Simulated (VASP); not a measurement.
# BiRh with rev-vdW-DF2: from relaxation to properties

Wanted: the relaxed cell of BiRh and its properties. The steps: relaxing cell and atoms (rev-vdW-DF2), second relaxation, single point with fields (rev-vdW-DF2), band structure (rev-vdW-DF2), density of states (rev-vdW-DF2), field gradients at the nuclei (rev-vdW-DF2), optical spectrum (rev-vdW-DF2) and band structure (rev-vdW-DF2), changed input. The start is a cell from a database of measured crystal structures.

Program: VASP 6.6.1. Level of theory: rev-vdW-DF2; plane waves and PAW (Bi_d, Rh_pv). Results are calculated unless marked as measured.

Most raw output is cut from this account.

**1. Starting point**

Before any relaxation, the start is as follows. Symmetry: P6_3/mmc, No. 194, hexagonal system. The conventional cell has a = 4.094 Å, b = 4.094 Å, c = 5.663 Å, α = 90.00°, β = 90.00°, γ = 120.00°. Bi has 6 Rh at 2.76 Å nearest. Nearest to Rh lie 6 Bi at 2.76 Å and 2 Rh at 2.83 Å. Farther neighbours are not listed.

Structure file:

```xyz
4
Lattice="4.0940 0.0000 0.0000 -2.0470 3.5455 0.0000 0.0000 0.0000 5.6630" Properties=species:S:1:pos:R:3 pbc="T T T"
Bi    0.0000    2.3637    1.4158
Bi    2.0470    1.1818    4.2473
Rh    0.0000    0.0000    0.0000
Rh    0.0000    0.0000    2.8315
```

**2. Relaxing cell and atoms (rev-vdW-DF2)**

The start need not lie at this functional's minimum. ISIF = 3 frees volume, shape and positions, and EDIFFG sets the threshold on forces and stress at which the search stops. rev-vdW-DF2 revises the exchange of vdW-DF2 for solids. LUSE_VDW switches on a nonlocal correlation term for dispersion.

The input, INCAR:

```
SYSTEM = BiRh
PREC = Accurate
ENCUT = 400
EDIFF = 1E-06
NELM = 100
ISMEAR = 1
SIGMA = 0.2
LREAL = .FALSE.
ALGO = Normal
GGA = MK
AGGAC = 0
LUSE_VDW = .TRUE.
PARAM1 = 0.1234
PARAM2 = 0.711357
ZAB_VDW = -1.8867
LASPH = .TRUE.
NBANDS = 37
LORBIT = 11
LWAVE = .FALSE.
LCHARG = .FALSE.
KPAR = 4
IBRION = 2
NSW = 60
ISIF = 3
EDIFFG = -0.01
```

The input, POSCAR:

```
BiRh
1.0
    4.0940000000      0.0000000000      0.0000000000
   -2.0470000000      3.5455080031      0.0000000000
    0.0000000000      0.0000000000      5.6630000000
Bi Rh
2 2
Direct
    0.3333333333      0.6666666667      0.2500000000
    0.6666666667      0.3333333333      0.7500000000
    0.0000000000      0.0000000000      0.0000000000
    0.0000000000      0.0000000000      0.5000000000
```

The input, KPOINTS:

```
Automatic mesh
0
Gamma
6 6 4
0 0 0
```

PAW data sets: Bi_d and Rh_pv (PBE family, release 64).

On the command line:

```
> mpirun -np 4 vasp_std
```

Wall time 5.9 min (4 MPI ranks of Intel Xeon Platinum 8259CL at 2.50GHz (Skylake/Cascade Lake), shared host); peak memory 1.6 GiB; 21 min of CPU time.

The k-mesh is coarse for a metal. The PAW data sets were made with PBE, which is usual practice but a small mismatch for other functionals. The run keeps the 24 symmetry operations of its start, so it cannot find a distortion of lower symmetry.

Step by step:

```
step  energy less that of the first step (eV)  largest force (eV/Å)  pressure (GPa)  volume (Å³)
   1                                   0.0000                0.0000            3.54        82.20
   2                                   0.0215                0.0000           -4.36        87.72
   3                                  -0.0245                0.0000           -0.04        84.47
   4                                  -0.0254                0.0000           -0.05        84.47
   5                                  -0.0255                0.0000           -0.04        84.47
```

```
conventional cell, symmetrised  before  after  change
                         a (Å)   4.094  4.144  +1.2 %
                         b (Å)   4.094  4.144  +1.2 %
                         c (Å)   5.663  5.680  +0.3 %
              volume (Å³/atom)   20.55  21.12  +2.8 %
```

Final coordinates:

```xyz
4
Lattice="4.1438 0.0000 0.0000 -2.0719 3.5886 0.0000 0.0000 0.0000 5.6805" Properties=species:S:1:pos:R:3 pbc="T T T"
Bi    0.0000    2.3924    1.4201
Bi    2.0719    1.1962    4.2603
Rh    0.0000    0.0000    0.0000
Rh    0.0000    0.0000    2.8402
```

This step gave:

* electrons: 60
* bands: 37
* irreducible k-points: 21
* symmetry operations: 24
* free energy (TOTEN): -11.31 eV
* energy at zero smearing: -11.31 eV
* Fermi energy: 9.511 eV
* pressure: -0.03534 GPa
* metallic: yes
* SCF cycles over all ionic steps: 44

It ends with forces that vanish by symmetry and a pressure of -0.04 GPa. The volume lies +2.8 % from that of the database's start.

**3. Second relaxation**

A relaxation keeps the plane waves of the cell it began with, so it is repeated from the new cell, on a basis made for it.

INCAR is that of step 2.

The input, POSCAR:

```
BiRh
1.0
    4.1437846567      0.0000000000      0.0000000000
   -2.0718923284      3.5886227805      0.0000000000
    0.0000000000      0.0000000000      5.6804607413
Bi Rh
2 2
Direct
    0.3333333333      0.6666666667      0.2500000000
    0.6666666667      0.3333333333      0.7500000000
    0.0000000000      0.0000000000      0.0000000000
    0.0000000000      0.0000000000      0.5000000000
```

KPOINTS is that of step 2.

On the command line:

```
> mpirun -np 4 vasp_std
```

The job ended after 2.4 min (4 MPI ranks; peak memory 1.6 GiB; 8.6 min of CPU time).

Little changed from the start: no atom moved by 0.005 Å and no cell edge by 0.1 %.

Numbers from this step:

```yaml
free_energy_toten: -11.32 eV
fermi_energy: 9.501 eV
pressure: -0.01720 GPa
scf_cycles_over_all_ionic_steps: 24
```

It ends with forces that vanish by symmetry and a pressure of -0.02 GPa. The volume moved by only 0.06 %, so the volume is settled.

**4. Single point with fields (rev-vdW-DF2)**

The relaxed cell gets a fresh self-consistent run, on a basis set for its own volume, to fix the density and to check the remaining stress.

Changes to INCAR since step 3:

```diff
@@ -19,7 +19,5 @@
 LWAVE = .FALSE.
-LCHARG = .FALSE.
-KPAR = 4
-IBRION = 2
-NSW = 60
-ISIF = 3
-EDIFFG = -0.01
+LCHARG = .TRUE.
+ISIF = 2
+LELF = .TRUE.
+LVHAR = .TRUE.
```

The input, POSCAR:

```
BiRh
1.0
    4.1451876761      0.0000000000      0.0000000000
   -2.0725938381      3.5898378309      0.0000000000
    0.0000000000      0.0000000000      5.6803058231
Bi Rh
2 2
Direct
    0.3333333333      0.6666666667      0.2500000000
    0.6666666667      0.3333333333      0.7500000000
    0.0000000000      0.0000000000      0.0000000000
    0.0000000000      0.0000000000      0.5000000000
```

KPOINTS is that of step 3.

On the command line:

```
> mpirun -np 4 vasp_std
```

Run time: 26 s. Hardware: 4 MPI ranks; peak memory 0.92 GiB.

This step gave:

| Quantity | Value |
| --- | --- |
| SCF cycles | 12 |
| bands | 40 |
| energy at zero smearing | -11.32 eV |
| pressure | -0.02921 GPa |

Valence electrons inside each PAW sphere by angular momentum. Sphere charges, by row:

```
atom  s (e)  p (e)  d (e)  tot (e)
 Bi1  1.448  1.433  9.975    12.86
 Bi2  1.448  1.433  9.975    12.86
 Rh3  0.332  6.196  7.357    13.88
 Rh4  0.332  6.196  7.357    13.88
```

Valence density in the ac plane at fractional y = 0.000, with atoms of Rh within 0.2 Å of it. It is the smooth field of the valence electrons, not physical close to the nuclei.

Ten even steps from '_' (0.1 e/Å³) to '@' (9.4 e/Å³), each cell a mean:
```
%%##--________________..==##
++==..__________________::==
....______________________..
____________________________
____________________________
____________________________
....______________________..
++==..__________________::==
@@##--________________..++%%
@@%%--..______________..++%%
##++::__________________--**
--::____________________..::
____________________________
____________________________
____________________________
____________________________
--::____________________..::
%%**::________________..==##
@@%%--..______________..++%%
```
Columns run along a (4.1 Å), rows up along c (5.7 Å). Atoms in or near the plane, at fractional coordinates: Rh at (0.00, 0.00), Rh at (0.00, 0.50).

ELF in the ac plane at fractional y = 0.000, with atoms of Rh within 0.2 Å of it. It is the smooth field of the valence electrons, not physical close to the nuclei.

Ten even steps from '_' (0.01) to '@' (0.41), each cell a mean:
```
..++@@##++++++++++++**%%@@==
##@@%%****************##@@%%
####**++####%%%%####**++**##
++++++**##%%%%%%%%%%##**++++
**++**##%%%%@@@@%%%%##******
++++++**##%%%%%%%%%%##**++++
%%##**++**##########**++##%%
##@@@@****************##@@%%
__==@@##++++++==++++**%%@@--
__--@@%%++++====++++**%%%%::
==##@@##++**++++******%%@@**
%%%%##****##########****%%%%
**++++**##%%%%%%%%####++++**
++++**##%%%%@@@@%%%%##**++++
++++++**%%%%@@@@%%%%##**++++
****++++####%%%%%%##**++++**
@@@@##****##########****%%@@
--##@@##++++++++++++**%%@@++
__--@@%%++++======++**%%%%..
```
Columns run along a (4.1 Å), rows up along c (5.7 Å). Atoms in or near the plane, at fractional coordinates: Rh at (0.00, 0.00), Rh at (0.00, 0.50).

Electrostatic potential energy in the ac plane at fractional y = 0.000, with atoms of Rh within 0.2 Å of it. With pseudopotentials it is smooth inside the atoms' cores, unlike the true potential.

Ten even steps from '_' (-65 eV) to '@' (2 eV), each cell a mean:
```
____--##@@@@@@@@@@@@@@**::__
..::++%%@@@@@@@@@@@@@@##==::
++**%%@@@@@@@@@@@@@@@@@@##**
@@@@@@@@@@@@@@@@@@@@@@@@@@@@
@@@@@@@@@@@@@@@@@@@@@@@@@@@@
%%@@@@@@@@@@@@@@@@@@@@@@@@@@
++++%%@@@@@@@@@@@@@@@@@@##++
..::++%%@@@@@@@@@@@@@@##==::
____--##@@@@@@@@@@@@@@**::__
____--##@@@@@@@@@@@@@@**..__
__..==##@@@@@@@@@@@@@@##--..
--==##@@@@@@@@@@@@@@@@%%**==
##%%@@@@@@@@@@@@@@@@@@@@@@%%
@@@@@@@@@@@@@@@@@@@@@@@@@@@@
@@@@@@@@@@@@@@@@@@@@@@@@@@@@
####@@@@@@@@@@@@@@@@@@@@%%##
--==**@@@@@@@@@@@@@@@@%%++--
__..==##@@@@@@@@@@@@@@**::__
____--**@@@@@@@@@@@@@@++..__
```
Columns run along a (4.1 Å; values clipped at the 3rd and 97th percentile), rows up along c (5.7 Å). Atoms in or near the plane, at fractional coordinates: Rh at (0.00, 0.00), Rh at (0.00, 0.50).

In this run the pressure is -0.03 GPa, small enough to go on.

**5. Band structure (rev-vdW-DF2)**

Levels along the symmetry lines show where the bands peak and cross; KPOINTS_OPT computes them in the converged potential.

Changes to INCAR since step 4:

```diff
@@ -16,8 +16,6 @@
 LASPH = .TRUE.
-NBANDS = 37
+NBANDS = 45
 LORBIT = 11
 LWAVE = .FALSE.
-LCHARG = .TRUE.
-ISIF = 2
-LELF = .TRUE.
-LVHAR = .TRUE.
+LCHARG = .FALSE.
+KPAR = 4
```

POSCAR is that of step 4.

KPOINTS is that of step 4.

The input, KPOINTS_OPT:

```
Line mode
16
Line-mode
Reciprocal
  0.00000000   0.00000000   0.00000000 GAMMA
  0.50000000   0.00000000   0.00000000 M

  0.50000000   0.00000000   0.00000000 M
  0.33333333   0.33333333   0.00000000 K

  0.33333333   0.33333333   0.00000000 K
  0.00000000   0.00000000   0.00000000 GAMMA

  0.00000000   0.00000000   0.00000000 GAMMA
  0.00000000   0.00000000   0.50000000 A

  0.00000000   0.00000000   0.50000000 A
  0.50000000   0.00000000   0.50000000 L

  0.50000000   0.00000000   0.50000000 L
  0.33333333   0.33333333   0.50000000 H

  0.33333333   0.33333333   0.50000000 H
  0.00000000   0.00000000   0.50000000 A

  0.50000000   0.00000000   0.50000000 L
  0.50000000   0.00000000   0.00000000 M

  0.33333333   0.33333333   0.00000000 K
  0.33333333   0.33333333   0.50000000 H
```

On the command line:

```
> mpirun -np 4 vasp_std
```

The job ended after 1.9 min (4 MPI ranks; peak memory 1.7 GiB).

Spin-orbit coupling is off here; with elements this heavy it splits and shifts levels by tenths of an eV or more.

This step gave:

| Property | Result |
| --- | --- |
| bands | 45 |
| pressure | -0.03134 GPa |

The electronic bands at the labelled points (eV, zero at the Fermi level; # counts the bands kept):

```
          point     #9    #10    #11    #12    #13    #14   #15   #16
              Γ  -0.96  -0.96   1.23   1.23   1.33   3.19  3.35  4.32
0.47 of the way  -1.05  -0.99  -0.94   0.19   0.88   1.56  3.37  4.42
              M  -1.82  -1.59  -1.13  -0.99  -0.91  -0.08  2.78  5.05
0.47 of the way  -1.52  -1.10  -0.98  -0.95  -0.87   0.54  2.19  2.76
              K  -1.26  -1.02  -1.02  -0.96   0.52   0.52  1.16  1.16
0.47 of the way  -1.60  -1.07  -0.95  -0.43   0.62   2.20  2.42  2.99
              Γ  -0.96  -0.96   1.23   1.23   1.33   3.19  3.35  4.32
0.47 of the way  -1.36  -1.36   0.49   1.43   1.94   1.94  4.10  4.10
              A  -2.01  -2.01  -0.35  -0.35   3.25   3.25  3.25  3.25
0.47 of the way  -1.92  -1.92   0.05   0.05   1.58   1.58  2.33  2.33
              L  -1.70  -1.70  -1.48  -1.48   1.44   1.44  2.41  2.41
0.53 of the way  -1.73  -1.73  -1.30  -1.30   0.01   0.01  4.09  4.09
              H  -1.94  -1.94  -0.98  -0.98  -0.59  -0.59  4.74  4.74
0.47 of the way  -1.82  -1.82  -0.08  -0.08   0.32   0.32  2.96  2.96
              A  -2.01  -2.01  -0.35  -0.35   3.25   3.25  3.25  3.25
      jump to L  -1.70  -1.70  -1.48  -1.48   1.44   1.44  2.41  2.41
0.47 of the way  -1.72  -1.52  -1.27  -1.20   0.00   0.87  3.22  3.44
              M  -1.82  -1.59  -1.13  -0.99  -0.91  -0.08  2.78  5.05
      jump to K  -1.26  -1.02  -1.02  -0.96   0.52   0.52  1.16  1.16
0.47 of the way  -1.79  -1.17  -1.06  -1.06  -0.20  -0.20  2.64  2.64
              H  -1.94  -1.94  -0.98  -0.98  -0.59  -0.59  4.74  4.74
```

Of the projections kept (Bi, Rh), the largest for each band there; the rest of the weight can lie on other orbitals:

```
point       #9      #10      #11      #12      #13      #14      #15      #16
    Γ  Rh 1.00  Rh 1.00  Bi 0.84  Bi 0.84  Rh 0.93  Bi 0.98  Bi 0.63  Rh 0.53
    M  Bi 0.81  Rh 0.99  Rh 0.99  Rh 0.98  Rh 0.99  Rh 0.82  Rh 0.76  Bi 0.61
    K  Bi 0.71  Rh 0.99  Rh 0.99  Rh 0.96  Rh 0.68  Rh 0.68  Rh 0.66  Rh 0.66
    Γ  Rh 1.00  Rh 1.00  Bi 0.84  Bi 0.84  Rh 0.93  Bi 0.98  Bi 0.63  Rh 0.53
    A  Rh 0.98  Rh 0.98  Rh 0.51  Rh 0.51  Bi 0.55  Bi 0.55  Bi 0.55  Bi 0.55
    L  Rh 1.00  Rh 1.00  Rh 0.95  Rh 0.95  Rh 0.58  Rh 0.58  Rh 0.56  Rh 0.56
```

There is no gap at this level.

**6. Density of states (rev-vdW-DF2)**

Here the states are counted by energy and projected on the atoms. The mesh is finer than in the run before.

Changes to INCAR since step 5:

```diff
@@ -5,3 +5,3 @@
 NELM = 100
-ISMEAR = 1
+ISMEAR = -5
 SIGMA = 0.2
@@ -21 +21,2 @@
 KPAR = 4
+NEDOS = 2001
```

POSCAR is that of step 5.

The input, KPOINTS:

```
Automatic mesh
0
Gamma
8 8 5
0 0 0
```

On the command line:

```
> mpirun -np 4 vasp_std
```

It took 70 s on 4 MPI ranks; peak memory 1.6 GiB; 4.1 min of CPU time.

With tetrahedra the forces and stress of a metal are not exact derivatives of the energy.

Numbers from this step:

```yaml
scf_cycles: 13
irreducible_k_points: 30
free_energy_toten: -11.33 eV
fermi_energy: 9.466 eV
pressure: -0.01213 GPa
dos_at_the_fermi_level: 2.583 states/eV/cell
```

The density of states has structure finer than the step of the table below, so its rows give means over 0.5 eV, whole bins alone (the curve runs from -12.0 to 4.74 eV). Peaks (eV: height): total -3.02: 11.1, -2.55: 8.84, -1.81: 12.6, -1.08: 8.46; Rh d -3.02: 7.08, -2.21: 5.74, -1.81: 10.4, -1.08: 6.95; Bi p -4.82: 1.25, -3.55: 0.982, -3.08: 1.25, -2.55: 1.36; Rh p -3.02: 0.252, -2.55: 0.336, -2.15: 0.149, 2.27: 0.173; Rh s -5.29: 0.293, -4.89: 0.333, -3.48: 0.191, -1.68: 0.156.

States under -12.0 eV and over 4.7 eV are left out. Table of density of states by energy, zero at the Fermi level; means over each step; values in states/eV/cell:

```
energy (eV)    total    Rh d     Bi p    Rh p     Rh s    Bi s
      -11.5     1.88  0.0357  0.00986  0.0320   0.0430    1.27
      -11.0     3.81   0.188  0.00921  0.0508   0.0336    2.68
      -10.5    0.754  0.0324  0.00194  0.0119  0.00428   0.548
      -10.0  0.00122  1.2e-5   3.4e-6  2.5e-5   6.8e-6  8.2e-4
       -9.5        0       0        0       0        0       0
       -9.0        0       0        0       0        0       0
       -8.5        0       0        0       0        0       0
       -8.0        0       0        0       0        0       0
       -7.5        0       0        0       0        0       0
       -7.0        0       0        0       0        0       0
       -6.5        0       0        0       0        0       0
       -6.0   3.0e-5       0   6.5e-6       0   4.5e-6       0
       -5.5     1.00   0.168    0.242  0.0136    0.140  0.0115
       -5.0     3.19   0.644    0.818  0.0616    0.279  0.0382
       -4.5     2.58   0.838    0.601  0.0486    0.115  0.0281
       -4.0     3.66    1.79    0.711  0.0484    0.108  0.0186
       -3.5     4.80    2.66    0.746  0.0704    0.109  0.0123
       -3.0     5.52    3.32    0.737   0.114   0.0395  0.0259
       -2.5     5.35    3.07    0.728   0.161   0.0459  0.0301
       -2.0     5.94    4.51    0.273  0.0696   0.0452  0.0127
       -1.5     6.81    5.50    0.183  0.0513   0.0956  0.0157
       -1.0     5.39    4.29    0.221  0.0554   0.0903  0.0516
       -0.5     2.45    1.61    0.250  0.0641   0.0535  0.0477
        0.0     2.48    1.41    0.342  0.0821   0.0635  0.0825
        0.5     2.42    1.19    0.419  0.0894   0.0635   0.121
        1.0     2.32    1.05    0.448  0.0972   0.0395   0.128
        1.5     1.37   0.519    0.329  0.0701   0.0217  0.0642
        2.0     1.25   0.395    0.339  0.0705   0.0231  0.0513
        2.5     2.29   0.681    0.654   0.120   0.0585  0.0786
        3.0     1.71   0.483    0.526  0.0729   0.0423  0.0515
        3.5     1.81   0.470    0.632  0.0681   0.0342  0.0414
        4.0     1.33   0.353    0.523  0.0331   0.0166  0.0166
```

The finer mesh and the other smearing move the Fermi level by -0.03 eV from the 6×6×4 run, a small shift, which tests the Fermi level alone. Of the states within 0.3 eV of the Fermi level, the largest shares in the PAW spheres are Rh d 57 % and Bi p 14 %. The rest lies in smaller channels or between the spheres.

**7. Field gradients at the nuclei (rev-vdW-DF2)**

Field gradients probe how far the charge around each nucleus departs from cubic symmetry; LASPH keeps the non-spherical terms inside the spheres.

Changes to INCAR since step 6:

```diff
@@ -3,5 +3,5 @@
 ENCUT = 400
-EDIFF = 1E-06
+EDIFF = 1E-07
 NELM = 100
-ISMEAR = -5
+ISMEAR = 1
 SIGMA = 0.2
@@ -16,3 +16,3 @@
 LASPH = .TRUE.
-NBANDS = 45
+NBANDS = 37
 LORBIT = 11
@@ -21,2 +21,2 @@
 KPAR = 4
-NEDOS = 2001
+LEFG = .TRUE.
```

POSCAR is that of step 6.

The input, KPOINTS:

```
Automatic mesh
0
Gamma
6 6 4
0 0 0
```

On the command line:

```
> mpirun -np 4 vasp_std
```

The job ended after 74 s (4 MPI ranks; peak memory 1.6 GiB; 4.3 min of CPU time).

Numbers from this step:

```
SCF cycles           : 14
bands                : 37
irreducible k-points : 21
free energy (TOTEN)  : -11.32 eV
Fermi energy         : 9.501 eV
pressure             : -0.01052 GPa
```

Electric field gradients, by row:

```
atom  Vxx (V/Å²)  Vyy (V/Å²)  Vzz (V/Å²)  asymmetry
 Bi1      -83.21       -83.2       166.4          0
 Bi2      -83.21       -83.2       166.4          0
 Rh3       21.09       21.09      -42.19          0
 Rh4       21.09       21.09      -42.19          0
```

The largest gradient, 166.41 V/Å², sits on Bi1 and like sites; times the quadrupole moment of a nucleus that has one, it gives the coupling that NMR and NQR see.

(Part 1 of 2 ends here.)

[Lines on the potential files, build, host, timing and source positions are cut from VASP's logs without a mark.]

[Logs are printed without paths, hosts, clocks, repeated set-up lines and the standing remarks that a program may print on its own settings, such as how far it seeks lower states.]

[Hosts, paths, dates, database ids (printed as entryN), source tags and the programs' standing remarks are cut or masked in the printed files.]

[A measured line is paired with the nearest computed mode of its activity, which favours agreement.]
